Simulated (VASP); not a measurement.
Input:

```
BN
1.0
    0.00000     1.76549     1.76549
    1.76549     0.00000     1.76549
    1.76549     1.76549     0.00000
B N
1 1
Direct
  0.00000   0.00000   0.00000
  0.25000   0.25000   0.25000
```

These are MS2 meta-GGA, VASP's PBE PAW potentials (set 64) (plane waves; VASP) values and carry that method's errors. Settings: 520 eV cut-off, 12×12×12 Γ-centred mesh, Gaussian smearing of 0.050 eV, potentials B N.

Question: Estimate the energy per atom (σ→0), pressure, band gap (on the k-mesh) with the smallest direct gap where there is one.

Answer: 
```json
{
 "band gap (on the k-mesh)": "5.00 eV",
 "smallest direct gap (on the k-mesh)": "10.10 eV",
 "energy per atom (σ→0)": "-10.574 eV/atom",
 "pressure": "27.56 GPa"
}
```

The absolute energy has meaning only against runs of the same code, potentials and settings.

The compound is BN in the zinc blende structure. This cell is one point of a volume scan, at 0.94 of the reference volume.
